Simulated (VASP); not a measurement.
Consider the following.

```yaml
crystal:
  lattice:
    - [0.00000, 3.04777, 3.04777]
    - [3.04777, 0.00000, 3.04777]
    - [3.04777, 3.04777, 0.00000]
  atoms:
    - { symbol: Sr, position: [0.00000, 0.00000, 0.00000] }
```

Method: r2SCAN meta-GGA, VASP's PBE PAW potentials (set 64) (plane waves; VASP 6.6.1). Settings: 400 eV cut-off, 9×9×9 Γ-centred mesh, first-order Methfessel-Paxton smearing of 0.10 eV, potentials Sr_sv.

What does the run give for the energy per atom (σ→0), band gap (on the k-mesh) with the smallest direct gap where there is one?

The band gap (on the k-mesh) is none (metal, semimetal or under 0.01 eV) and the energy per atom (σ→0) is -1456.0 kJ/mol-atom.

The absolute energy has meaning only against runs of the same code, potentials and settings.

The compound is Sr in the fcc structure. It was relaxed first. The start is the result of an earlier pass.
